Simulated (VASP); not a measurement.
# Ti4AlC3 (P6_3/mmc) in VASP: a series of runs, part 3 of 3

VASP 6.6.1. Earlier steps stand in the parts before.

**4. Relaxation of cell and atoms, r2SCAN**

File INCAR:

```
SYSTEM = Ti4AlC3
ALGO = Normal
EDIFF = 1E-6
EDIFFG = -0.01
ENCUT = 600
IBRION = 2
ISIF = 3
ISMEAR = 0
KPAR = 4
LASPH = .True.
LCHARG = .False.
LMIXTAU = .True.
LREAL = .False.
LWAVE = .False.
METAGGA = R2SCAN
NELM = 80
NSW = 90
PREC = Accurate
SIGMA = 0.03
```

File KPOINTS:

```
k-points
0
Gamma
  12 12 2
  0 0 0
```

File POSCAR:

```
Ti4AlC3
1.0
    3.0600000000      0.0000000000      0.0000000000
   -1.5300000000      2.6500377400      0.0000000000
    0.0000000000      0.0000000000     23.6100000000
Ti Al C
8 2 6
Direct
    0.3333333300      0.6666666700      0.0560000000
    0.6666666700      0.3333333300      0.9440000000
    0.6666666700      0.3333333300      0.5560000000
    0.3333333300      0.6666666700      0.4440000000
    0.0000000000      0.0000000000      0.1520000000
    0.0000000000      0.0000000000      0.8480000000
    0.0000000000      0.0000000000      0.6520000000
    0.0000000000      0.0000000000      0.3480000000
    0.3333333300      0.6666666700      0.2500000000
    0.6666666700      0.3333333300      0.7500000000
    0.0000000000      0.0000000000      0.0000000000
    0.0000000000      0.0000000000      0.5000000000
    0.6666666700      0.3333333300      0.1106000000
    0.3333333300      0.6666666700      0.8894000000
    0.3333333300      0.6666666700      0.6106000000
    0.6666666700      0.3333333300      0.3894000000
```

Potentials or basis: VASP PAW PBE potentials, release 64 (Ti_sv, Al, C).

Started as:

```console
> cat potpaw_PBE.64/Ti_sv/POTCAR potpaw_PBE.64/Al/POTCAR potpaw_PBE.64/C/POTCAR > POTCAR
> mpirun -np 4 vasp_std > vasp.out
```

OUTCAR:

```text
SYSTEM = Ti4AlC3
   EDIFF = 1E-6
   EDIFFG = -0.01
   ENCUT = 600
   IBRION = 2
   ISIF = 3
   ISMEAR = 0
   LASPH = .True.
   LREAL = .False.
   METAGGA = R2SCAN
   NELM = 80
   NSW = 90
   PREC = Accurate

 ion  position               nearest neighbor table
   1  0.333  0.667  0.056-  13 2.19  13 2.19  13 2.19  11 2.21  11 2.21  11 2.21   5 2.87   5 2.87
                             5 2.87
   2  0.667  0.333  0.944-  14 2.19  14 2.19  14 2.19  11 2.21  11 2.21  11 2.21   6 2.87   6 2.87
                             6 2.87
   3  0.667  0.333  0.556-  15 2.19  15 2.19  15 2.19  12 2.21  12 2.21  12 2.21   7 2.87   7 2.87
                             7 2.87
   4  0.333  0.667  0.444-  16 2.19  16 2.19  16 2.19  12 2.21  12 2.21  12 2.21   8 2.87   8 2.87
                             8 2.87
   5  0.000  0.000  0.152-  13 2.02  13 2.02  13 2.02   1 2.87   1 2.87   1 2.87   9 2.91   9 2.91
                             9 2.91
   6  0.000  0.000  0.848-  14 2.02  14 2.02  14 2.02   2 2.87   2 2.87   2 2.87  10 2.91  10 2.91
                            10 2.91
   7  0.000  0.000  0.652-  15 2.02  15 2.02  15 2.02   3 2.87   3 2.87   3 2.87  10 2.91  10 2.91
                            10 2.91
   8  0.000  0.000  0.348-  16 2.02  16 2.02  16 2.02   4 2.87   4 2.87   4 2.87   9 2.91   9 2.91
                             9 2.91
   9  0.333  0.667  0.250-   5 2.91   8 2.91   5 2.91   8 2.91   5 2.91   8 2.91
  10  0.667  0.333  0.750-   6 2.91   7 2.91   6 2.91   7 2.91   6 2.91   7 2.91
  11  0.000  0.000  0.000-   1 2.21   2 2.21   2 2.21   1 2.21   2 2.21   1 2.21
[... 373 lines left out ...]

 number of electron     125.9999969 magnetization

------------------------ aborting loop because EDIFF is reached ----------------------------------------
[... 95 lines left out ...]
--------------------------------------- Ionic step       14  -------------------------------------------

 number of electron     125.9999970 magnetization

 Free energy of the ion-electron system (eV)
  ---------------------------------------------------
  ext. energy  EPLUGINS =         0.00000000
  ---------------------------------------------------
  free energy    TOTEN  =      -191.34304252 eV

  energy without entropy =     -191.33838681  energy(sigma->0) =     -191.34071466

 E-fermi :   8.7395     XC(G=0): -12.7781

 val. band max:        8.7375079853   @ k =   0.1667   0.0833   0.0000
 cond. band min:       8.7492971385   @ k =   0.2500   0.1667   0.0000
 fundamental gap:      0.0117891533
 Fermi energy:         8.7394680991

 k-point     1 :       0.0000    0.0000    0.0000
  band No.  band energies     occupation
      1     -50.3626      2.00000
      2     -50.3626      2.00000
      3     -50.3179      2.00000
      4     -50.3178      2.00000
      5     -50.2609      2.00000
      6     -50.2609      2.00000
[... 1861 lines left out ...]
     74      11.1328      0.00000
     75      11.2944      0.00000

 [... further k-points ...]

------------------------ aborting loop because EDIFF is reached ----------------------------------------

  FORCE on cell =-STRESS in cart. coord.  units (eV):
  Direction    XX          YY          ZZ          XY          YZ          ZX
  --------------------------------------------------------------------------------------
  -------------------------------------------------------------------------------------
  Total        0.0598254      0.0598254      0.0475713      0.0000000      0.0000000      0.0000000
  in kB        0.4964468      0.4964468      0.3947591      0.0000000      0.0000000      0.0000000
  external PRESSURE =       0.4625509 kB  Pullay stress =       0.0000000 kB
[... 31 lines left out ...]
  FREE ENERGIE OF THE ION-ELECTRON SYSTEM (eV)
  ---------------------------------------------------
  free  energy   TOTEN  =      -191.3430425225 eV

  energy  without entropy=     -191.3383868067  energy(sigma->0) =     -191.34071466

 reached required accuracy - stopping structural energy minimisation
```

OSZICAR:

```text
N       E                     dE             d eps       ncg     rms          rms(c)
DAV:   1     0.193929068710E+04    0.19393E+04   -0.67113E+04  5700   0.227E+03
DAV:   2     0.109537349867E+03   -0.18298E+04   -0.17883E+04  5708   0.698E+02
DAV:   3    -0.211483899050E+03   -0.32102E+03   -0.31025E+03  8188   0.239E+02
[... 291 lines left out ...]
DAV:   6    -0.191343035936E+03    0.15484E-05   -0.23219E-06  4040   0.103E-02    0.232E-03
DAV:   7    -0.191343039276E+03   -0.33399E-05   -0.12146E-06  3206   0.863E-03    0.137E-03
DAV:   8    -0.191343040608E+03   -0.13322E-05   -0.68122E-07  3082   0.488E-03    0.896E-04
DAV:   9    -0.191343042084E+03   -0.14755E-05   -0.54347E-07  2943   0.429E-03    0.771E-04
DAV:  10    -0.191343042522E+03   -0.43870E-06   -0.25492E-07  2922   0.303E-03
  14 F= -.19134304E+03 E0= -.19134071E+03  d E =-.229163E-03
```

Wall time 77 min (4 MPI ranks of Intel Xeon 6975P-C (Granite Rapids), shared host); peak memory 0.75 GiB.

What came out:

| Quantity | Value |
| --- | --- |
| Free energy | -191.3430 eV |
| Relaxed volume | 12.07 Å³/atom |
| Relaxed cell | a = 3.076 Å, b = 3.076 Å, c = 23.567 Å, α = 90.00°, β = 90.00°, γ = 120.00° |
| Space group after relaxing (to 0.05 Å) | P6_3/mmc (No. 194) |
| Energy gained by relaxing | 65.9 meV/atom |
| Ionic steps | 14 |
| Pressure after relaxing | 0.0 GPa |
| Largest force after relaxing | 0.004 eV/Å |
| Band gap on the k mesh | none (metal or under the smearing width) |

Forces in eV/Å, atoms in the order of the input:
```
Ti   0.000  0.000 -0.004
Ti   0.000  0.000  0.004
Ti   0.000  0.000 -0.004
Ti   0.000  0.000  0.004
Ti   0.000  0.000 -0.001
Ti   0.000  0.000  0.001
Ti   0.000  0.000 -0.001
Ti   0.000  0.000  0.001
Al   0.000  0.000  0.000
Al   0.000  0.000  0.000
C    0.000  0.000  0.000
C    0.000  0.000  0.000
C    0.000  0.000 -0.004
C    0.000  0.000  0.004
C    0.000  0.000 -0.004
C    0.000  0.000  0.004
```

Step by step:
| step | energy change (eV) | largest force (eV/Å) | pressure (GPa) | volume (Å³) |
| --- | --- | --- | --- | --- |
| 1 | 0.0000 | 3.3587 | 4.34 | 191.46 |
| 2 | -0.4646 | 1.7046 | -8.36 | 200.56 |
| 3 | -0.9616 | 0.4085 | -4.20 | 196.65 |
| 4 | -0.9820 | 0.5353 | 3.96 | 189.12 |
| 5 | -1.0357 | 0.2059 | 0.03 | 192.51 |
| 6 | -1.0444 | 0.1142 | 0.27 | 192.40 |
| 7 | -1.0459 | 0.1566 | 0.41 | 192.34 |
| 8 | -1.0515 | 0.0828 | -0.23 | 193.04 |
| 9 | -1.0520 | 0.1070 | -0.74 | 193.50 |
| 10 | -1.0522 | 0.1016 | -0.49 | 193.34 |
| 11 | -1.0545 | 0.0558 | 0.33 | 192.85 |
| 12 | -1.0548 | 0.0319 | 0.09 | 192.97 |
| 13 | -1.0549 | 0.0133 | 0.00 | 193.10 |
| 14 | -1.0550 | 0.0042 | 0.05 | 193.07 |

Final structure:
```cif
data_structure
_symmetry_space_group_name_H-M 'P 1'
_symmetry_Int_Tables_number 1
_cell_length_a 3.0757
_cell_length_b 3.0757
_cell_length_c 23.5672
_cell_angle_alpha 90.000
_cell_angle_beta 90.000
_cell_angle_gamma 120.000
_cell_volume 193.07
loop_
_atom_site_label
_atom_site_type_symbol
_atom_site_fract_x
_atom_site_fract_y
_atom_site_fract_z
_atom_site_occupancy
Ti1 Ti 0.33333 0.66667 0.05100 1
Ti2 Ti 0.66667 0.33333 0.94900 1
Ti3 Ti 0.66667 0.33333 0.55100 1
Ti4 Ti 0.33333 0.66667 0.44900 1
Ti5 Ti 0.00000 0.00000 0.15332 1
Ti6 Ti 0.00000 0.00000 0.84668 1
Ti7 Ti 0.00000 0.00000 0.65332 1
Ti8 Ti 0.00000 0.00000 0.34668 1
Al1 Al 0.33333 0.66667 0.25000 1
Al2 Al 0.66667 0.33333 0.75000 1
C1 C 0.00000 0.00000 0.00000 1
C2 C 0.00000 0.00000 0.50000 1
C3 C 0.66667 0.33333 0.10820 1
C4 C 0.33333 0.66667 0.89180 1
C5 C 0.33333 0.66667 0.60820 1
C6 C 0.66667 0.33333 0.39180 1
```

Caveat: the PAW data sets were made with another functional, which shifts forces and pressure a little.

**5. Relaxation of cell and atoms, r2SCAN**

This run uses another cell than the first one, of 12.07 Å³/atom, 1.008 times its volume.

Changes to INCAR since step 4:

```diff
@@ -2,4 +2,4 @@
 ALGO = Normal
-EDIFF = 1E-6
-EDIFFG = -0.01
+EDIFF = 1E-7
+EDIFFG = -0.005
 ENCUT = 600
```

KPOINTS is that of step 4.

File POSCAR:

```
Ti4AlC3                                 
1.0
    3.0756905405      0.0000000000     -0.0000000000
   -1.5378452703      2.6636261468      0.0000000000
   -0.0000000000      0.0000000000     23.5671909583
  Ti              Al              C             
     8     2     6
Direct
     0.3333333300000021    0.6666666699999979    0.0510008261364895
     0.6666666699999979    0.3333333300000021    0.9489991738635106
     0.6666666699999979    0.3333333300000021    0.5510008261364894
     0.3333333300000021    0.6666666699999979    0.4489991738635105
     0.0000000000000000    0.0000000000000000    0.1533241123394992
     0.0000000000000000    0.0000000000000000    0.8466758876605007
     0.0000000000000000    0.0000000000000000    0.6533241123394993
     0.0000000000000000    0.0000000000000000    0.3466758876605007
     0.3333333300000021    0.6666666699999979    0.2500000000000000
     0.6666666699999979    0.3333333300000021    0.7500000000000000
     0.0000000000000000    0.0000000000000000    0.0000000000000000
     0.0000000000000000    0.0000000000000000    0.5000000000000000
     0.6666666699999979    0.3333333300000021    0.1082019709212762
     0.3333333300000021    0.6666666699999979    0.8917980290787240
     0.3333333300000021    0.6666666699999979    0.6082019709212760
     0.6666666699999979    0.3333333300000021    0.3917980290787239
```

Started as:

```console
> cat potpaw_PBE.64/Ti_sv/POTCAR potpaw_PBE.64/Al/POTCAR potpaw_PBE.64/C/POTCAR > POTCAR
> mpirun -np 4 vasp_std > vasp.out
```

It took 30 min on 4 MPI ranks of Intel Xeon 6975P-C (Granite Rapids), shared host; peak memory 0.77 GiB.

The run converged. Its results:

| Property | Result |
| --- | --- |
| Free energy | -191.3446 eV |
| Pressure after relaxing | 0.1 GPa |
| Largest force after relaxing | 0.004 eV/Å |
| Band gap on the k mesh | none (metal or under the smearing width) |

Forces on the atoms (eV/Å):
```
Ti   0.000  0.000 -0.004
Ti   0.000  0.000  0.004
Ti   0.000  0.000 -0.004
Ti   0.000  0.000  0.004
Ti   0.000  0.000 -0.001
Ti   0.000  0.000  0.001
Ti   0.000  0.000 -0.001
Ti   0.000  0.000  0.001
Al   0.000  0.000  0.000
Al   0.000  0.000  0.000
C    0.000  0.000  0.000
C    0.000  0.000  0.000
C    0.000  0.000 -0.004
C    0.000  0.000  0.004
C    0.000  0.000 -0.004
C    0.000  0.000  0.004
```

Final structure:
```cif
data_structure
_symmetry_space_group_name_H-M 'P 1'
_symmetry_Int_Tables_number 1
_cell_length_a 3.0757
_cell_length_b 3.0757
_cell_length_c 23.5672
_cell_angle_alpha 90.000
_cell_angle_beta 90.000
_cell_angle_gamma 120.000
_cell_volume 193.07
loop_
_atom_site_label
_atom_site_type_symbol
_atom_site_fract_x
_atom_site_fract_y
_atom_site_fract_z
_atom_site_occupancy
Ti1 Ti 0.33333 0.66667 0.05100 1
Ti2 Ti 0.66667 0.33333 0.94900 1
Ti3 Ti 0.66667 0.33333 0.55100 1
Ti4 Ti 0.33333 0.66667 0.44900 1
Ti5 Ti 0.00000 0.00000 0.15332 1
Ti6 Ti 0.00000 0.00000 0.84668 1
Ti7 Ti 0.00000 0.00000 0.65332 1
Ti8 Ti 0.00000 0.00000 0.34668 1
Al1 Al 0.33333 0.66667 0.25000 1
Al2 Al 0.66667 0.33333 0.75000 1
C1 C 0.00000 0.00000 0.00000 1
C2 C 0.00000 0.00000 0.50000 1
C3 C 0.66667 0.33333 0.10820 1
C4 C 0.33333 0.66667 0.89180 1
C5 C 0.33333 0.66667 0.60820 1
C6 C 0.66667 0.33333 0.39180 1
```

Levels at points of the mesh, in eV from the Fermi level:
| k point | band 62 | band 63 | band 64 | band 65 | band 66 | band 67 |
| --- | --- | --- | --- | --- | --- | --- |
| (0.00, 0.00, 0.00) | 0.75 | 0.75 | 0.75 | 0.75 | 0.82 | 1.53 |
| (0.50, 0.00, 0.00) | -1.41 | -0.98 | -0.98 | 1.19 | 1.27 | 1.85 |
| (0.00, 0.00, 0.50) | 0.75 | 0.75 | 0.75 | 0.79 | 0.79 | 1.54 |
| (0.50, 0.00, 0.50) | -1.41 | -0.98 | -0.98 | 1.23 | 1.23 | 1.97 |

Caveat: the relaxation stopped at its first step, so nothing moved; the PAW data sets were made with another functional, which shifts forces and pressure a little.
